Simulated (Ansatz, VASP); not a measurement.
**Ti (Titanium) in two plane-wave programs**

Aim: how closely do two programs agree when they are given the same cell, functional and k mesh? The cell is taken from a series of runs on this material, whose earlier steps may have relaxed, scaled, displaced or heated it; both programs get it as it stands.

Program: Ansatz 0.2.0. Level of theory: plane waves, with VASP 6.6.1 beside it; relaxation of cell and atoms at PBEsol. Results are calculated unless marked as measured.

## Step 1: The structure

The structure is hexagonal, space group P6_3/mmc (No. 194). The conventional cell has a = 2.901 Å, b = 2.901 Å, c = 4.591 Å, α = 90.00°, β = 90.00°, γ = 120.00°. Nearest to Ti lie 12 Ti at 2.84 to 2.90 Å.

## Step 2: Ansatz: relaxation of cell and atoms, PBEsol

Ansatz runs on norm-conserving files, of PseudoDojo where its log says so.

The relaxed volume is the usual yardstick between codes: in a stiff, nearly cubic crystal its relative difference is about their pressure difference at one cell divided by the bulk modulus.

Input file input.yaml:

```yaml
crystal:
  lattice:
    - [2.9014395094, 0.0, 0.0]
    - [-1.4507197547, 2.5127203226, 0.0]
    - [0.0, 0.0, 4.5908082871]
  atoms:
    - { symbol: Ti, position: [0.3333333333, 0.6666666667, 0.25] }
    - { symbol: Ti, position: [0.6666666667, 0.3333333333, 0.75] }
kpoints:
  mp_grid: { grid: [21, 21, 12] }
hamiltonian:
  xc: pbesol
  pseudopotentials: { kind: nc, accuracy: standard }
scf:
  occupations: { method: methfessel_paxton, width: 0.2 }
output:
  forces: true
  stress: true
  eigenvalues: true
relax:
  adjacent_minimum: "off"
  f_tol: 0.001
  max_steps: 60
  cell: { stress_tol: 0.01 }
```

The run is started by

```bash
$ ansatz run input.yaml --threads 8 --pin off --max-ram 14336MiB --backend cpu --events-out ev --progress --plain --runs-dir out
```

Numbers of over 12 decimals in the logs are rounded to 6 here.

The program printed:

```text
Engine: ansatz 0.2.0, x86_64-unknown-linux-gnu
Pseudopotentials: kind: nc
Pseudopotential: Ti, nc, valence charge 12, recommended cutoff 1142.878222 eV (normal), Ti.nc.azcp (PseudoDojo's, or run here from an input of PseudoDojo's; its table is named by hamiltonian.pseudopotentials.accuracy)
Functional definition: PBEsol
  exchange = pbesol_x
  correlation = pbesol_c
Crystal: 2 atoms, lattice volume = 33.469 Å³
Basis set: ecut = 1142.878222 eV, 2911 PW (Γ), exchange–correlation on 64×64×108 points (8 copies of the dense FFT grid, shifted against one another)
Bands: 16, of which v1, the nominal top of the filled ones, is band 12 counted from 1 (11 counted from 0)
Symmetry: 24 space group operations
Space group: P63/mmc (ITA 194), of the structure as read, at distance tolerance 3.2e-5 Å
k-points: 336 of 5292
Non-local potential: Ti, projectors of the file, l = 0: 2, l = 1: 2, l = 2: 2
Initial density: superposition of atomic densities (chi_scale 0.1, normalization cell)
Initial wavefunctions: pseudopotential atomic-orbital guess
Functional: x = pbesol(κ = 0.804, μ = 0.123457), c = pbesol(β = 0.046)
SCF iter   1: F=—  HF=-3227.705127 eV  |F-HF|=—  |Δ(HF+E_count)|=         —  Δρ=6.15e-2  dr2=1.20e0  ethr=3.10e-3  ⟨swp⟩=3.4  Hψ=20366  notcnv=0
preconditioner: auto → none  [metal: Δε(μ)=0.007 eV  Ē_g=3.229 eV  σ=0.200 eV  W_gap=0.03  n_scr=8 (ndim 8)  ℏωp=18.2 eV  f_vac=0.000  D(μ)=1.57/eV (n_scr^D=22)  sad-step TF]
SCF iter   2: F=—  HF=-3227.366700 eV  |F-HF|=—  |Δ(HF+E_count)|=   3.38e-1  S|Δr|=    0.00e0  Δρ=2.50e-2  dr2=1.97e-1  ethr=3.10e-3  ⟨swp⟩=3.2  Hψ=11754  notcnv=0
SCF iter   3: F=—  HF=-3227.312861 eV  |F-HF|=—  |Δ(HF+E_count)|=   5.38e-2  S|Δr|=    0.00e0  Δρ=4.30e-3  dr2=2.83e-3  ethr=8.21e-4  ⟨swp⟩=2.5  Hψ=8776  notcnv=0
SCF iter   4: F=—  HF=-3227.312592 eV  |F-HF|=—  |Δ(HF+E_count)|=   2.69e-4  S|Δr|=    0.00e0  Δρ=5.00e-4  dr2=2.45e-5  ethr=1.18e-5  ⟨swp⟩=2.4  Hψ=8932  notcnv=0
SCF iter   5: F=—  HF=-3227.312590 eV  |F-HF|=—  |Δ(HF+E_count)|=   2.56e-6  S|Δr|=    0.00e0  Δρ=6.09e-5  dr2=5.60e-7  ethr=1.02e-7  ⟨swp⟩=2.2  Hψ=9417  notcnv=0
SCF iter   6: F=-3227.312590 eV  HF=-3227.312590 eV  |F-HF|=2.21e-9  |Δ(HF+E_count)|=   2.16e-7  S|Δr|=    0.00e0  Δρ=1.07e-5  dr2=8.05e-9  ethr=4.17e-10  ⟨swp⟩=7.1  Hψ=29652  notcnv=0
SCF 1 converged in 6 iterations: F = -3227.312590 eV  dr2 = 8.05e-9
relax step   1: F+E_penalty+E_count = -3227.31258951 eV  Δ(F+E_penalty+E_count) = +0.000e0 eV  max|allowed force component| = 4.441e-16 eV/Å  Δτ_max = 0.0000 Å  P = -0.021 GPa  Ω = 33.469 Å³  (6 SCF iters, dr2 threshold 1.00e-7 eV, accepted)
[...]
relax step   2: F+E_penalty+E_count = -3227.31259154 eV  Δ(F+E_penalty+E_count) = -2.033e-6 eV  max|allowed force component| = 2.961e-16 eV/Å  Δτ_max = 0.0000 Å  P = +0.018 GPa  Ω = 33.459 Å³  energy of the carried Pulay correction = +9.663e-7 eV  (3 SCF iters, dr2 threshold 5.77e-9 eV, accepted)
[...]
relax step   3: F+E_penalty+E_count = -3227.31259138 eV  Δ(F+E_penalty+E_count) = +1.571e-7 eV  max|allowed force component| = 1.147e-15 eV/Å  Δτ_max = 0.0000 Å  P = +0.000 GPa  Ω = 33.463 Å³  energy of the carried Pulay correction = +5.277e-7 eV  (3 SCF iters, dr2 threshold 8.98e-10 eV, accepted)
[...]
relax step   4: F+E_penalty+E_count = -3227.31259078 eV  Δ(F+E_penalty+E_count) = +5.988e-7 eV  max|allowed force component| = 1.184e-15 eV/Å  Δτ_max = 0.0000 Å  P = +0.000 GPa  Ω = 33.463 Å³  stress off target by 2.79e-4 GPa  SCF on the basis re-selected at this cell (its energy is not comparable with the rows above)  (5 SCF iters)
basis re-selected at this cell: Δ(F+E_penalty+E_count) = +5.988e-7 eV, ΔP = -0.000 GPa vs the last step (what re-selecting the basis moved, of the pressure what is left beyond the Pulay correction that the steps carried, after the strain that the cell walked since its last selection, with what the two solves' SCF thresholds leave and, on support functions, any second-order correction that the steps lacked; it is no m [...]
SCF converged after 5 iterations
Stability not checked: this state was not tested for a lower state beside it, because cold or Methfessel-Paxton smearing, or corrected tetrahedra, fill the levels in a way that the test cannot read (fill_not_monotonic; see scf.lower_state_search)
Free energy (F): -3227.312591 eV
Harris-Foulkes:  -3227.312591 eV  (|F-HF|=0.00e0)
Internal energy: -3227.317042 eV  (E = F + TS)
E sigma→0 (E₀):  -3227.313704 eV
Entropy (-TS):   0.004452 eV (2.226 meV/atom)
Fermi energy:    13.896432 eV
--- Per-component energies (eV) ---
  E_band       = -299.897116
  E_kinetic    = 1277.856018
  E_local      = -2362.153216  (includes V_loc(G=0)·N_el)
  E_nonlocal   = 25.224540
  E_hartree    = 643.502139
  E_xc         = -470.625926
  E_vxc        = -527.828729  (∫ρ·V_xc dr)
  E_ewald      = -2341.120597
  E_smearing   = 0.004452  (= −TS)
  E_closure    = -0.000000  (closes the sum)
  Σ components = -3227.312591   (vs F -3227.312591, Δ=0.00e0)
--- Forces (eV/Å), atoms counted from 1 ---
  atom   1  Ti     0.00000000     0.00000000     0.00000000
  atom   2  Ti    -0.00000000    -0.00000000    -0.00000000
  max |Σ_I F_I| component: 0.00e0 eV/Å
--- Stress (GPa, compression-positive) ---
        0.000279       0.000000       0.000000
        0.000000       0.000279       0.000000
        0.000000       0.000000      -0.000112
  P = ⅓ Tr σ = 0.0001 GPa (0.001 kbar)
--- Band table (eV; the first three rows and the last of 336) ---
  k-point 0: bands = [... 8 lower, 7.6032, 11.0959, 14.6798, 14.6798, 14.7632, 14.8188, 15.2145, 15.2145]
  k-point 1: bands = [... 8 lower, 7.6644, 11.0718, 14.6460, 14.6460, 14.6514, 14.7839, 15.1789, 15.1789]
  k-point 2: bands = [... 8 lower, 7.8453, 10.9841, 14.3814, 14.5767, 14.5767, 14.6831, 15.0826, 15.0826]
  k-point 335: bands = [... 8 lower, 12.5755, 12.5755, 12.7415, 12.7415, 13.6867, 13.6867, 15.6322, 15.6322]
--- Relaxed structure (3 steps of the walk, 3 accepted, 1 SCFs on fresh bases) ---
  F+E_penalty+E_count = -3227.31259078 eV   max|allowed force component| = 1.184e-15 eV/Å   (the final SCF, on the basis selected at the relaxed cell)
  cell:  # Å, volume = 33.4634 Å³
    - [2.901601, 0, 0]
    - [-1.450801, 2.512860, 0]
    - [0, 0, 4.589492]
  atoms:
    - { symbol: Ti, position: [0.333333, 0.666667, 0.25] }
    - { symbol: Ti, position: [0.666667, 0.333333, 0.750000] }
```

## Step 3: VASP: relaxation of cell and atoms, PBEsol

The same cell, functional, mesh and smearing now go to VASP, with its own data sets.

Lines of VASP's logs that name or quote its potential files are left out, and so is its time.

Input file INCAR:

```
SYSTEM = Ti
PREC = Accurate
ENCUT = 500
EDIFF = 1E-07
NELM = 120
ISMEAR = 1
SIGMA = 0.2
LREAL = .FALSE.
ALGO = Normal
GGA = PS
NBANDS = 18
LASPH = .TRUE.
LORBIT = 11
LWAVE = .FALSE.
LCHARG = .FALSE.
ISIF = 3
IBRION = 2
NSW = 80
EDIFFG = -0.005
GGA_COMPAT = .FALSE.
NELMIN = 4
KPAR = 2
```

Input file POSCAR:

```
Ti
1.0
    2.9014400000      0.0000000000      0.0000000000
   -1.4507200000      2.5127200000      0.0000000000
    0.0000000000      0.0000000000      4.5908080000
Ti
2
Direct
    0.3333333997      0.6666667993      0.2500000000
    0.6666666003      0.3333332007      0.7500000000
```

Input file KPOINTS:

```
Automatic mesh
0
Gamma
21 21 12
0 0 0
```

The projector-augmented-wave data sets are Ti_sv (PBE family, release 64).

The run is started by

```bash
$ mpirun -np 2 vasp_std
```

The program printed:

```text
[banner, memory and clock lines left out]
running    2 mpi-ranks, on    1 nodes
 distrk:  each k-point on    1 cores,    2 groups
 distr:  one band on    1 cores,    1 groups

 POSCAR found type information on POSCAR Ti
 POSCAR found :  1 types and       2 ions
|                                                                             |
|               ----> ADVICE to this user running VASP <----                  |
|                                                                             |
|     You enforced a specific xc type in the INCAR file but a different       |
|     [... a line on the potential file left out ...]
|     I HOPE YOU KNOW WHAT YOU ARE DOING!                                     |
|                                                                             |

 LDA part: xc-table for (Slater+PW92), standard interpolation
 POSCAR, INCAR and KPOINTS ok, starting setup
 FFT: planning ... GRIDC
 FFT: planning ... GRID_SOFT
 FFT: planning ... GRID
 WAVECAR not read
 entering main loop
       N       E                     dE             d eps       ncg     rms          rms(c)
DAV:   1     0.254498606943E+03    0.25450E+03   -0.12999E+04 12096   0.163E+03
DAV:   2     0.107868345696E+02   -0.24371E+03   -0.24070E+03 12286   0.452E+02
DAV:   3    -0.177649931691E+02   -0.28552E+02   -0.28210E+02 22900   0.127E+02
DAV:   4    -0.188644641680E+02   -0.10995E+01   -0.10980E+01 13716   0.263E+01
DAV:   5    -0.189190898841E+02   -0.54626E-01   -0.54611E-01 19052   0.416E+00    0.129E+01
DAV:   6    -0.166831176731E+02    0.22360E+01   -0.80013E+00 14224   0.299E+01    0.320E+00
DAV:   7    -0.166573920856E+02    0.25726E-01   -0.88069E-01 18458   0.715E+00    0.210E+00
DAV:   8    -0.166861681321E+02   -0.28776E-01   -0.23612E-01 14194   0.590E+00    0.764E-01
DAV:   9    -0.166764238052E+02    0.97443E-02   -0.55979E-02 14430   0.250E+00    0.730E-02
DAV:  10    -0.166768135057E+02   -0.38970E-03   -0.30456E-03 17732   0.378E-01    0.986E-02
DAV:  11    -0.166768761086E+02   -0.62603E-04   -0.25021E-04 14228   0.124E-01    0.362E-02
DAV:  12    -0.166768687426E+02    0.73660E-05   -0.38497E-05 15072   0.544E-02    0.662E-03
DAV:  13    -0.166768687725E+02   -0.29853E-07   -0.15094E-06 14932   0.112E-02    0.425E-04
DAV:  14    -0.166768688711E+02   -0.98611E-07   -0.18638E-07 10414   0.288E-03
   1 F= -.16676869E+02 E0= -.16678361E+02  d E =-.166769E+02
 curvature:   0.00 expect dE= 0.000E+00 dE for cont linesearch  0.000E+00
 trial: gam= 0.00000 g(F)=  0.127E-39 g(S)=  0.611E-03 ort = 0.000E+00 (trialstep = 0.100E+01)
 search vector abs. value=  0.611E-03
 bond charge predicted
       N       E                     dE             d eps       ncg     rms          rms(c)
DAV:   1    -0.166916298517E+02   -0.14761E-01   -0.36338E-01 15932   0.749E+00    0.104E+00
DAV:   2    -0.166769731672E+02    0.14657E-01   -0.71868E-02 17278   0.284E+00    0.300E-01
DAV:   3    -0.166762648226E+02    0.70834E-03   -0.95515E-03 16696   0.599E-01    0.988E-02
DAV:   4    -0.166765973589E+02   -0.33254E-03   -0.19775E-03 15754   0.286E-01    0.367E-02
DAV:   5    -0.166768405006E+02   -0.24314E-03   -0.50453E-04 15746   0.144E-01    0.544E-02
DAV:   6    -0.166769304951E+02   -0.89995E-04   -0.21655E-04 17748   0.995E-02    0.153E-02
DAV:   7    -0.166769429499E+02   -0.12455E-04   -0.24189E-05 16332   0.326E-02    0.405E-03
DAV:   8    -0.166769458375E+02   -0.28875E-05   -0.51744E-06 16546   0.116E-02    0.145E-03
DAV:   9    -0.166769459817E+02   -0.14420E-06   -0.18892E-07  8772   0.389E-03    0.345E-04
DAV:  10    -0.166769459780E+02    0.36925E-08   -0.24104E-08  6354   0.156E-03
   2 F= -.16676946E+02 E0= -.16678420E+02  d E =-.771069E-04
 trial-energy change:   -0.000077  1 .order   -0.000069   -0.000611    0.000473
 step:   0.5746(harm=  0.5636)  dis= 0.00000  next Energy=   -16.677046 (dE=-0.177E-03)
 bond charge predicted
       N       E                     dE             d eps       ncg     rms          rms(c)
DAV:   1    -0.166797115226E+02   -0.27655E-02   -0.65894E-02 15934   0.320E+00    0.444E-01
DAV:   2    -0.166770620947E+02    0.26494E-02   -0.13224E-02 17368   0.121E+00    0.127E-01
DAV:   3    -0.166769324785E+02    0.12962E-03   -0.17069E-03 16540   0.254E-01    0.411E-02
DAV:   4    -0.166769898979E+02   -0.57419E-04   -0.34897E-04 15924   0.120E-01    0.161E-02
DAV:   5    -0.166770344547E+02   -0.44557E-04   -0.98651E-05 15508   0.627E-02    0.234E-02
DAV:   6    -0.166770467400E+02   -0.12285E-04   -0.36780E-05 17806   0.427E-02    0.683E-03
DAV:   7    -0.166770482805E+02   -0.15405E-05   -0.46859E-06 16054   0.147E-02    0.140E-03
DAV:   8    -0.166770483077E+02   -0.27266E-07   -0.84969E-07 15690   0.469E-03
   3 F= -.16677048E+02 E0= -.16678530E+02  d E =-.179437E-03
 curvature:  -0.28 expect dE=-0.365E-07 dE for cont linesearch -0.179E-07
 trial: gam= 0.00000 g(F)=  0.543E-40 g(S)=  0.130E-06 ort =-0.623E-05 (trialstep = 0.915E+00)
 search vector abs. value=  0.130E-06
 reached required accuracy - stopping structural energy minimisation
```

OUTCAR, selected parts (step 3):

```text
ion  position               nearest neighbor table
   1  0.333  0.667  0.250-   2 2.84   2 2.84   2 2.84   2 2.84   2 2.84   2 2.84
   2  0.667  0.333  0.750-   1 2.84   1 2.84   1 2.84   1 2.84   1 2.84   1 2.84

  LATTYP: Found a hexagonal cell.
 ALAT       =     2.9014400000
 C/A-ratio  =     1.5822515716

 Subroutine GETGRP returns: Found 24 space group operations
 (whereof 12 operations were pure point group operations)

The static configuration has the point symmetry D_3d.
 The point group associated with its full space group is D_6h.

 Found    336 irreducible k-points:

   k-points           NKPTS =    336   k-points in BZ     NKDIM =    336   number of bands    NBANDS=     18

   dimension x,y,z NGX =    24 NGY =   24 NGZ =   36
   dimension x,y,z NGXF=    48 NGYF=   48 NGZF=   72

   ENCUT  =  500.0 eV  36.75 Ry    6.06 a.u.   5.29  5.29  8.37*2*pi/ulx,y,z

   NELECT =      24.0000    total number of electrons

 k-points in reciprocal lattice and weights: Automatic mesh
   0.00000000  0.00000000  0.00000000       0.000
   0.04761905  0.00000000  0.00000000       0.001
   0.09523810  0.00000000  0.00000000       0.001
   0.14285714  0.00000000  0.00000000       0.001
   0.19047619  0.00000000  0.00000000       0.001
   0.23809524  0.00000000  0.00000000       0.001
   0.28571429  0.00000000  0.00000000       0.001
   0.33333333  0.00000000  0.00000000       0.001
   0.38095238  0.00000000  0.00000000       0.001
[...]
0.33333333  0.28571429  0.50000000       0.002
   0.33333333  0.33333333  0.50000000       0.000

 average (electrostatic) potential at core
       1 -71.7757       2 -71.7757

 E-fermi :   8.6617

 k-point     1 :       0.0000    0.0000    0.0000
  band No.  band energies     occupation
    ...
      6     -23.8393      2.00000
      7     -23.8023      2.00000
      8     -23.8023      2.00000
      9       2.3408      2.00000
     10       5.8500      2.00000
     11       9.4404     -0.00000
     12       9.4404     -0.00000
     13       9.5551     -0.00000
     14       9.5742     -0.00000
     15       9.9740     -0.00000
    ...

 k-point     2 :       0.0476    0.0000    0.0000
  band No.  band energies     occupation
    ...
      6     -23.8417      2.00000
      7     -23.8149      2.00000
      8     -23.8039      2.00000
      9       2.4074      2.00000
     10       5.9035      2.00000
     11       9.2804     -0.00011
     12       9.4095     -0.00000
     13       9.4882     -0.00000
     14       9.7060     -0.00000
     15       9.9386     -0.00000
    ...

 k-point     3 :       0.0952    0.0000    0.0000
  band No.  band energies     occupation
    ...
      6     -23.8510      2.00000
      7     -23.8491      2.00000
      8     -23.8084      2.00000
      9       2.6047      2.00000
     10       6.0571      2.00000
     11       9.0317     -0.02515
     12       9.0543     -0.01798
     13       9.6299     -0.00000
     14       9.8088     -0.00000
     15       9.9132     -0.00000
    ...

  Total        0.0016212      0.0016212     -0.0003361      0.0000000      0.0000000      0.0000000
  in kB        0.0779029      0.0779028     -0.0161505      0.0000000      0.0000000      0.0000000
  external PRESSURE =       0.0465517 kB  Pullay stress =       0.0000000 kB

  energy-cutoff  :      500.00
  volume of cell :       33.34
      direct lattice vectors                 reciprocal lattice vectors
     2.897836285  0.000000000  0.000000000     0.345085057  0.199235010 -0.000000000
    -1.448918143  2.509599094  0.000000000     0.000000000  0.398470020  0.000000000
     0.000000000  0.000000000  4.584679105     0.000000000  0.000000000  0.218117774

 POSITION                                       TOTAL-FORCE (eV/Angst)
 -----------------------------------------------------------------------------------
      0.00000      1.67307      1.14617        -0.000000     -0.000000      0.000000
      1.44892      0.83653      3.43851         0.000000      0.000000      0.000000
 -----------------------------------------------------------------------------------
    total drift:                               -0.000000     -0.000229     -0.000002

  FREE ENERGIE OF THE ION-ELECTRON SYSTEM (eV)
  ---------------------------------------------------
  free  energy   TOTEN  =       -16.6770483077 eV

  energy  without entropy=      -16.6814928978  energy(sigma->0) =      -16.67852984

 reached required accuracy - stopping structural energy minimisation

 total charge
# of ion       s       p       d       tot
------------------------------------------
    1        2.260   6.130   1.913  10.303
    2        2.260   6.130   1.913  10.303
--------------------------------------------------
tot          4.520  12.260   3.826  20.606

[... 3 further parts left out ...]
```

## Step 4: Differences

Known differences besides the potentials themselves: the cutoff is 1142.88 eV in Ansatz and 500 eV in VASP; Ansatz adds a Pulay correction to the stress that steers its cell, VASP none. Total energies have different zeros and are not compared.

Both answers:

| quantity | Ansatz | VASP | difference |
| --- | --- | --- | --- |
| volume (Å³) | 33.46 | 33.34 | +0.37 % |
| edge a after relaxation, in the typed setting (Å) | 2.902 | 2.898 | +0.13 % |
| edge c after relaxation, in the typed setting (Å) | 4.590 | 4.585 | +0.10 % |

## Step 5: Summary of results

```json
{
  "difference in volume (relaxation of cell and atoms, PBEsol)": "0.37 %"
}
```

What this shows: The difference in volume is 0.37 % (relaxation of cell and atoms, PBEsol), within the 1.2 % picked in this series as the mark of a large difference, as far as the stopping tolerances let one tell. How closely two codes agree says nothing of how well the functional describes the real material.

[Lines on the potential files, build, host, timing and source positions are cut from VASP's logs without a mark.]

[Logs are printed without paths, hosts, clocks, repeated set-up lines and the standing remarks that a program may print on its own settings, such as how far it seeks lower states.]

[Hosts, paths, dates, database ids (printed as entryN), source tags and the programs' standing remarks are cut or masked in the printed files.]
